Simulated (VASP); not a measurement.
Data:

```yaml
crystal:
  lattice:
    - [0.00000, 2.89428, 2.89428]
    - [2.89428, 0.00000, 2.89428]
    - [2.89428, 2.89428, 0.00000]
  atoms:
    - { symbol: Cd, position: [0.00000, 0.00000, 0.00000] }
    - { symbol: S, position: [0.25000, 0.25000, 0.25000] }
```

Computed with revTPSS meta-GGA, VASP's PBE PAW potentials (set 64) (plane waves; VASP). Settings: 520 eV cut-off, 8×8×8 Γ-centred mesh, Gaussian smearing of 0.050 eV, potentials Cd S.

Give the stress tensor in GPa (positive for a compressed cell).

```
3.97  0.00  0.00
0.00  3.97  0.00
0.00  0.00  3.97
```
The pressure is its mean diagonal, 3.97 GPa.

The compound is CdS in the zinc blende structure, a metastable form; wurtzite is the usual one. This cell is one point of a volume scan, at 0.94 of the reference volume.
